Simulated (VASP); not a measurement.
Computed with PW91 GGA, VASP's PBE PAW potentials (set 64) (plane waves; VASP).

A VASP calculation is set up with these files.

INCAR:
```
# general
SYSTEM  =  Si
PREC    =  Accurate
ENCUT   =  520
LREAL   =  F
LASPH   =  T
ICHARG  =  11

# electronic loop
EDIFF   =  1E-7
NELM    =  100
ALGO    =  Normal

# smearing
ISMEAR  =  0
SIGMA   =  0.05

# functional
GGA     =  91

# output
LWAVE   =  F
LCHARG  =  F
LORBIT  =  11
```

File POSCAR:
```
Si
1
    0.0000000000     2.7343593485     2.7343593485
    2.7343593485     0.0000000000     2.7343593485
    2.7343593485     2.7343593485     0.0000000000
Si
2
Direct
  0.0000000000   0.0000000000   0.0000000000
  0.2500000000   0.2500000000   0.2500000000
```

KPOINTS:
```
k-points along high-symmetry lines
15
Line-mode
Reciprocal
  0.000000   0.000000   0.000000 ! GAMMA
  0.500000   0.000000   0.500000 ! X

  0.500000   0.000000   0.500000 ! X
  0.625000   0.250000   0.625000 ! U

  0.375000   0.375000   0.750000 ! K
  0.000000   0.000000   0.000000 ! GAMMA

  0.000000   0.000000   0.000000 ! GAMMA
  0.500000   0.500000   0.500000 ! L

  0.500000   0.500000   0.500000 ! L
  0.500000   0.250000   0.750000 ! W

  0.500000   0.250000   0.750000 ! W
  0.500000   0.000000   0.500000 ! X
```

POTCAR, in this order: Si (PBE.64 set). Program: vasp_std. Read from the step before: CHGCAR.

What VASP printed:

### OUTCAR
```
 ion  position               nearest neighbor table
   1  0.000  0.000  0.000-   2 2.37   2 2.37   2 2.37   2 2.37
   2  0.250  0.250  0.250-   1 2.37   1 2.37   1 2.37   1 2.37
  LATTYP: Found a face centered cubic cell.
 ALAT       =     5.4687186970
 Subroutine PRICEL returns:
 Original cell was already a primitive cell.
 Subroutine GETGRP returns: Found 48 space group operations
The static configuration has the point symmetry T_d .
 The point group associated with its full space group is O_h .
The dynamic configuration has the point symmetry T_d .
 Subroutine INISYM returns: Found 48 space group operations
   k-points           NKPTS =     90   k-points in BZ     NKDIM =     90   number of bands    NBANDS=      8
   number of dos      NEDOS =    301   number of ions     NIONS =      2
   total plane-waves  NPLWV =  27000
   dimension x,y,z NGX =    30 NGY =   30 NGZ =   30
   dimension x,y,z NGXF=    60 NGYF=   60 NGZF=   60
   ions per type =               2
   PREC   = accura    normal or accurate (medium, high low for compatibility)
   ISTART =      0    job   : 0-new  1-cont  2-samecut
   ICHARG =     11    charge: 1-file 2-atom 10-const
   ISPIN  =      1    spin polarized calculation?
   LNONCOLLINEAR =      F non collinear calculations
   LSORBIT =      F    spin-orbit coupling
   INIWAV =      1    electr: 0-lowe 1-rand  2-diag
   ENCUT  =  520.0 eV  38.22 Ry    6.18 a.u.   7.19  7.19  7.19*2*pi/ulx,y,z
   NELM   =    100;   NELMIN=  2; NELMDL= -5     # of ELM steps
   EDIFF  = 0.1E-06   stopping-criterion for ELM
   LREAL  =      F    real-space projection
   NLSPLINE    = F    spline interpolate recip. space projectors
   LMAXMIX     =    2 max onsite mixed and CHGCAR
   VOSKOWN=      0    Vosko Wilk Nusair interpolation
   EDIFFG = 0.1E-05   stopping-criterion for IOM
   NSW    =      0    number of steps for IOM
   NBLOCK =      1;   KBLOCK =      1    inner block; outer block
   IBRION =     -1    ionic relax: 0-MD 1-quasi-New 2-CG
   NFREE  =      0    steps in history (QN), initial steepest desc. (CG)
   ISIF   =      2    stress and relaxation
   ISYM   =      2    0-nonsym 1-usesym 2-fastsym
   TEIN   =    0.0    initial temperature
...
```

OSZICAR:
```
       N       E                     dE             d eps       ncg     rms          rms(c)
DAV:   1     0.746462254203E+01    0.74646E+01   -0.32416E+03  1440   0.761E+02
DAV:   2    -0.898352874074E+01   -0.16448E+02   -0.15814E+02  2176   0.788E+01
DAV:   3    -0.922011586215E+01   -0.23659E+00   -0.23659E+00  1944   0.115E+01
DAV:   4    -0.922109888363E+01   -0.98302E-03   -0.98302E-03  2440   0.772E-01
DAV:   5    -0.922110025857E+01   -0.13749E-05   -0.13749E-05  1864   0.201E-02
DAV:   6    -0.922110027910E+01   -0.20530E-07   -0.20530E-07  2432   0.158E-03
   1 F= -.92211003E+01 E0= -.92211003E+01  d E =-.560987E-15
```

### OUTCAR
```
 val. band max:        5.5711075509   @ k =   0.0000   0.0000   0.0000

 cond. band min:       6.1985798915   @ k =   0.4286   0.0000   0.4286



 k-point     1 :       0.0000    0.0000    0.0000
  band No.  band energies     occupation
      1      -6.2271      2.00000
      2       5.5711      2.00000
      3       5.5711      2.00000
      4       5.5711      2.00000
      5       8.1477      0.00000
      6       8.1477      0.00000
      7       8.1477      0.00000
      8       8.6976      0.00000

 k-point     2 :       0.0357    0.0000    0.0357
  band No.  band energies     occupation
      1      -6.2052      2.00000
      2       5.4177      2.00000
      3       5.4813      2.00000
      4       5.4813      2.00000
      5       8.0935      0.00000
      6       8.2645      0.00000
      7       8.2645      0.00000
      8       8.8473      0.00000

 k-point     3 :       0.0714    0.0000    0.0714
  band No.  band energies     occupation
      1      -6.1395      2.00000
      2       5.0263      2.00000
      3       5.2514      2.00000
      4       5.2514      2.00000
      5       7.9436      0.00000
      6       8.5751      0.00000
      7       8.5751      0.00000
      8       9.2139      0.00000

 k-point     4 :       0.1071    0.0000    0.1071
  band No.  band energies     occupation
      1      -6.0302      2.00000
      2       4.5065      2.00000
      3       4.9506      2.00000
      4       4.9506      2.00000
      5       7.7271      0.00000
      6       9.0095      0.00000
      7       9.0095      0.00000
      8       9.6296      0.00000

 k-point     5 :       0.1429    0.0000    0.1429
  band No.  band energies     occupation
      1      -5.8776      2.00000
      2       3.9252      2.00000
      3       4.6273      2.00000
      4       4.6273      2.00000
      5       7.4758      0.00000
      6       9.5183      0.00000
      7       9.5183      0.00000
      8       9.8605      0.00000
...
```

The density is held fixed in this step, so its total energy and stress have no physical meaning.

The compound is Si in the diamond structure. It was relaxed first.
